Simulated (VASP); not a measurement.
Method: PBEsol GGA, VASP's PBE PAW potentials (set 64) (plane waves; VASP).

Input for VASP

### KPOINTS
```
Automatic mesh
0
Gamma
14 14 14
0 0 0
```

### INCAR
```
# general
SYSTEM =Ta
PREC   =Accurate
ENCUT  =400
LREAL  =.FALSE.
LASPH  =.TRUE.

# electronic loop
EDIFF  =1E-8
NELM   =100
ALGO   =Normal
LMAXMIX=6

# smearing
ISMEAR =1
SIGMA  =0.1

# functional
GGA    =PS

# ions
IBRION =1
NSW    =30
ISIF   =2
EDIFFG =-0.001

# output
LWAVE  =.FALSE.
LCHARG =.FALSE.
```

POSCAR:
```
Ta
1
   -1.6419152819     1.6419152819     1.6419152819
    1.6419152819    -1.6419152819     1.6419152819
    1.6419152819     1.6419152819    -1.6419152819
Ta
1
Direct
  0.0000000000   0.0000000000   0.0000000000
```

POTCAR, in this order: Ta_pv (PBE.64 set). Program: vasp_std.

Unless said otherwise, spin-orbit coupling is left out, though it shifts the bands of the heavy elements here.

**Question.** Predict the energy per atom (σ→0), band gap (on the k-mesh).

**Answer.** 
| Item | Value |
|---|---|
| energy per atom (σ→0) | -12.557 eV/atom |
| band gap (on the k-mesh) | none (metal, semimetal or under 0.01 eV) |

### OSZICAR
```
...
DAV:   7    -0.125592016017E+02    0.11814E+00   -0.33193E-01  1965   0.653E+00    0.363E-01
DAV:   8    -0.125571573178E+02    0.20443E-02   -0.23458E-03  2060   0.644E-01    0.496E-02
DAV:   9    -0.125571682254E+02   -0.10908E-04   -0.28231E-05  2139   0.649E-02    0.295E-02
DAV:  10    -0.125571664594E+02    0.17660E-05   -0.24327E-06  2055   0.225E-02    0.441E-03
DAV:  11    -0.125571667601E+02   -0.30077E-06   -0.33376E-08  2127   0.264E-03    0.197E-04
DAV:  12    -0.125571667438E+02    0.16324E-07   -0.80583E-10  1026   0.278E-04    0.387E-05
DAV:  13    -0.125571667472E+02   -0.33808E-08   -0.70584E-11   978   0.875E-05
   1 F= -.12557167E+02 E0= -.12557298E+02  d E =-.125572E+02
```

The compound is Ta in the bcc structure. It was relaxed first. The start is the result of an earlier pass.
